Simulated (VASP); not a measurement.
Level of theory: PBE GGA with D4 dispersion, VASP's PBE PAW potentials (set 64) (plane waves; VASP).

Input for VASP

POSCAR:
```
ZrB2
1
    1.5909166603    -2.7555489523     0.0000000000
    1.5909166603     2.7555489523     0.0000000000
    0.0000000000     0.0000000000     3.5392045071
Zr B
1 2
Direct
  0.0000000000   0.0000000000   0.0000000000
  0.3333330000   0.6666670000   0.5000000000
  0.6666670000   0.3333330000   0.5000000000
```

KPOINTS:
```
Automatic
0
Gamma
11 11 9
```

INCAR:
```
EDIFFG = -0.01   ! ionic stop
IBRION = 2
SIGMA = 0.1   ! width (eV)
LASPH = .True.   ! aspherical one-centre terms
SYSTEM = ZrB2
GGA = PE   ! PBE
PREC = Accurate
ISIF = 4   ! ions and shape, fixed volume
NELM = 100   ! most electronic steps
IVDW = 13
ALGO = Normal   ! blocked Davidson
LWAVE = .False.
LCHARG = .False.
ENCUT = 520
NSW = 30   ! most ionic steps
ISMEAR = 1   ! Methfessel-Paxton
EDIFF = 1E-7
LMAXMIX = 4   ! l cut-off of mixed one-centre charges
LREAL = .False.   ! projection in real space or not
```

POTCAR, in this order: Zr_sv B (PBE.64 set). Program: vasp_std.

Task: What does the run give for the energy per atom (σ→0), dispersion energy, pressure, band gap (on the k-mesh)?

Result: 
- energy per atom (σ→0): -833.4 kJ/mol of atoms
- dispersion energy: -0.932 eV
- band gap (on the k-mesh): none (metal, semimetal or under 0.01 eV)
- pressure: -6.95 GPa

OSZICAR:
```
...
DAV:   7    -0.249825191573E+02    0.34311E-01   -0.88923E-01  3188   0.618E+00    0.301E+00
DAV:   8    -0.249833119030E+02   -0.79275E-03   -0.94561E-02  2501   0.286E+00    0.794E-01
DAV:   9    -0.249806888886E+02    0.26230E-02   -0.15955E-02  2639   0.105E+00    0.139E-01
DAV:  10    -0.249806578690E+02    0.31020E-04   -0.81108E-04  2711   0.266E-01    0.412E-02
DAV:  11    -0.249806712282E+02   -0.13359E-04   -0.28358E-05  2792   0.643E-02    0.126E-02
DAV:  12    -0.249806712507E+02   -0.22445E-07   -0.17648E-06  2703   0.142E-02    0.317E-03
DAV:  13    -0.249806712760E+02   -0.25341E-07   -0.24745E-07  2365   0.435E-03
   1 F= -.25912554E+02 E0= -.25912573E+02  d E =-.259126E+02
```

The compound is ZrB2 in the AlB2 type structure. This cell is one point of a volume scan, at 1.03 of the reference volume.
